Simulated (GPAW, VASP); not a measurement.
Input for VASP

File POSCAR:
```
Ni3Al
1
    3.5700000000     0.0000000000     0.0000000000
    0.0000000000     3.5700000000     0.0000000000
    0.0000000000     0.0000000000     3.5700000000
Al Ni
1 3
Direct
  0.0000000000   0.0000000000   0.0000000000
  0.0000000000   0.5000000000   0.5000000000
  0.5000000000   0.0000000000   0.5000000000
  0.5000000000   0.5000000000   0.0000000000
```

KPOINTS:
```
Automatic
0
Gamma
7 7 7
```

INCAR:
```
ALGO = Normal
EDIFF = 1E-6
ENCUT = 300
GGA = PE
ISIF = 2
ISMEAR = 0
ISPIN = 2
LASPH = T
LCHARG = F
LMAXMIX = 4
LORBIT = 11
LREAL = F
LWAVE = F
MAGMOM = 0.0 3*0.5
NELM = 100
PREC = Accurate
SIGMA = 0.136
SYSTEM = Ni3Al
```

POTCAR, in this order: Al Ni (PBE.64 set). Program: vasp_std.

Translate it to GPAW.

One input that does it (PBE, GPAW PAW datasets PBE (gpaw-data 1.0.1)):
```
from ase import Atoms
from ase.units import GPa
from gpaw import GPAW, PW

atoms = Atoms(['Al', 'Ni', 'Ni', 'Ni'],
              cell=[[3.570000, 0.000000, 0.000000],
                    [0.000000, 3.570000, 0.000000],
                    [0.000000, 0.000000, 3.570000]],
              positions=[[0.000000, 0.000000, 0.000000],
                         [0.000000, 1.785000, 1.785000],
                         [1.785000, 0.000000, 1.785000],
                         [1.785000, 1.785000, 0.000000]],
              pbc=True)

atoms.set_initial_magnetic_moments([0.0, 0.5, 0.5, 0.5])

calc = GPAW(spinpol=True,
            mode=PW(800),
            xc='PBE',
            kpts=(7, 7, 7),
            occupations={'name': 'methfessel-paxton', 'width': 0.136, 'order': 0},
            nbands=-10,
            convergence={'forces': 0.001},
            symmetry={'symmorphic': False, 'tolerance': 0.0005},
            maxiter=150)

atoms.calc = calc

energy = atoms.get_potential_energy()
print('Energy (eV):', round(energy, 6))
forces = atoms.get_forces()
print('Forces (eV/Ang):')
print(forces.round(5))
stress = atoms.get_stress()
print('Stress (GPa, Voigt):', (stress / GPa).round(4))
```
Both are inputs of real runs that ended normally. What can't carry over is the choice of potentials or basis and its cut-off, and each code's defaults.

The structure is a typed Ni3Al crystal (Pm-3m). The cell was not relaxed at this level, and it may have been scaled.
